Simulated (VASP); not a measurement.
Input of a VASP 6.6.1 run:

File INCAR:

```
SYSTEM = YbRu
PREC = Accurate
ENCUT = 520
EDIFF = 1E-7
ISMEAR = -1
SIGMA = 0.05
LREAL = .False.
LASPH = .True.
NELM = 150
ALGO = Normal
ISIF = 2
LWAVE = .False.
LCHARG = .False.
ISPIN = 2
MAGMOM = 1 1
LORBIT = 11
LMAXMIX = 6
GGA = PE
NBANDS = 30
```

File KPOINTS:

```
Automatic mesh
0
Gamma
  6 6 6
  0 0 0
```

Contents of POSCAR:

```
YbRu
1.0
    0.0000000000      2.7745200000      2.7745200000
    2.7745200000      0.0000000000      2.7745200000
    2.7745200000      2.7745200000      0.0000000000
Yb Ru
1 1
Direct
    0.5000000000      0.5000000000      0.5000000000
    0.0000000000      0.0000000000      0.0000000000
```

Contents of KPOINTS_OPT:

```
path GXWKGLUWLK,UX
15
line-mode
reciprocal
 0.0000000000  0.0000000000  0.0000000000  G
 0.5000000000  0.0000000000  0.5000000000  X

 0.5000000000  0.0000000000  0.5000000000  X
 0.5000000000  0.2500000000  0.7500000000  W

 0.5000000000  0.2500000000  0.7500000000  W
 0.3750000000  0.3750000000  0.7500000000  K

 0.3750000000  0.3750000000  0.7500000000  K
 0.0000000000  0.0000000000  0.0000000000  G

 0.0000000000  0.0000000000  0.0000000000  G
 0.5000000000  0.5000000000  0.5000000000  L

 0.5000000000  0.5000000000  0.5000000000  L
 0.6250000000  0.2500000000  0.6250000000  U

 0.6250000000  0.2500000000  0.6250000000  U
 0.5000000000  0.2500000000  0.7500000000  W

 0.5000000000  0.2500000000  0.7500000000  W
 0.5000000000  0.5000000000  0.5000000000  L

 0.5000000000  0.5000000000  0.5000000000  L
 0.3750000000  0.3750000000  0.7500000000  K

 0.6250000000  0.2500000000  0.6250000000  U
 0.5000000000  0.0000000000  0.5000000000  X
```

Potentials or basis: VASP PAW PBE potentials, release 64 (Yb, Ru_pv).

Run with:

```bash
$ cat potpaw_PBE.64/Yb/POTCAR potpaw_PBE.64/Ru_pv/POTCAR > POTCAR
$ mpirun -np 1 vasp_std > vasp.out
```

Question: Estimate the band gap along the path.

Answer: None (metal or under the smearing width).

Question: What does it give for the site moments?

Answer: Yb +0.24; Ru +0.71 μB.

Question: Predict the pressure.

Answer: 0.6 GPa.

Question: Predict the net moment.

Answer: 0.95 μB per cell.

Levels at the corners of the path, in eV from the Fermi level:
Spin up:
```
point  band 17  band 18  band 19  band 20  band 21  band 22  band 23  band 24
    Γ    -0.67    -0.67    -0.67    -0.67     6.20     6.20     6.20     8.59
    X    -0.58    -0.58    -0.37    -0.37     1.25     5.30     6.17     6.17
    X    -0.58    -0.58    -0.37    -0.37     1.25     5.30     6.17     6.17
    W    -0.64    -0.61    -0.34     0.23     2.70     2.88     2.88     7.04
    W    -0.64    -0.61    -0.34     0.23     2.70     2.88     2.88     7.04
    K    -0.54    -0.50    -0.33    -0.32     2.07     2.90     4.53     6.23
    K    -0.54    -0.50    -0.33    -0.32     2.07     2.90     4.53     6.23
    Γ    -0.67    -0.67    -0.67    -0.67     6.20     6.20     6.20     8.59
    Γ    -0.67    -0.67    -0.67    -0.67     6.20     6.20     6.20     8.59
    L    -0.36    -0.36     0.06     0.06     1.52     2.72     2.72     6.21
    L    -0.36    -0.36     0.06     0.06     1.52     2.72     2.72     6.21
    U    -0.54    -0.50    -0.33    -0.32     2.07     2.90     4.53     6.23
    U    -0.54    -0.50    -0.33    -0.32     2.07     2.90     4.53     6.23
    W    -0.64    -0.61    -0.34     0.23     2.70     2.88     2.88     7.04
    W    -0.64    -0.61    -0.34     0.23     2.70     2.88     2.88     7.04
    L    -0.36    -0.36     0.06     0.06     1.52     2.72     2.72     6.21
    L    -0.36    -0.36     0.06     0.06     1.52     2.72     2.72     6.21
    K    -0.54    -0.50    -0.33    -0.32     2.07     2.90     4.53     6.23
    U    -0.54    -0.50    -0.33    -0.32     2.07     2.90     4.53     6.23
    X    -0.58    -0.58    -0.37    -0.37     1.25     5.30     6.17     6.17
```
Spin down:
```tsv
point	band 15	band 16	band 17	band 18	band 19	band 20	band 21	band 22
Γ	-0.54	-0.54	-0.53	-0.41	-0.41	-0.41	6.37	6.37
X	-0.47	-0.47	-0.43	-0.39	0.23	0.23	1.25	5.56
X	-0.47	-0.47	-0.43	-0.39	0.23	0.23	1.25	5.56
W	-0.46	-0.44	-0.41	-0.41	0.25	0.45	2.76	3.10
W	-0.46	-0.44	-0.41	-0.41	0.25	0.45	2.76	3.10
K	-0.44	-0.44	-0.31	-0.27	-0.19	0.18	2.26	3.12
K	-0.44	-0.44	-0.31	-0.27	-0.19	0.18	2.26	3.12
Γ	-0.54	-0.54	-0.53	-0.41	-0.41	-0.41	6.37	6.37
Γ	-0.54	-0.54	-0.53	-0.41	-0.41	-0.41	6.37	6.37
L	-0.42	-0.40	-0.03	-0.03	0.45	0.45	1.88	2.74
L	-0.42	-0.40	-0.03	-0.03	0.45	0.45	1.88	2.74
U	-0.44	-0.44	-0.31	-0.27	-0.19	0.18	2.26	3.12
U	-0.44	-0.44	-0.31	-0.27	-0.19	0.18	2.26	3.12
W	-0.46	-0.44	-0.41	-0.41	0.25	0.45	2.76	3.10
W	-0.46	-0.44	-0.41	-0.41	0.25	0.45	2.76	3.10
L	-0.42	-0.40	-0.03	-0.03	0.45	0.45	1.88	2.74
L	-0.42	-0.40	-0.03	-0.03	0.45	0.45	1.88	2.74
K	-0.44	-0.44	-0.31	-0.27	-0.19	0.18	2.26	3.12
U	-0.44	-0.44	-0.31	-0.27	-0.19	0.18	2.26	3.12
X	-0.47	-0.47	-0.43	-0.39	0.23	0.23	1.25	5.56
```

Caveat: spin-orbit coupling is left out, which moves the levels of the heavy elements; without U or exact exchange the open f shell lies at the Fermi level, which spoils levels, moments and volumes. The state reached can hang on the start; a lower one may exist.
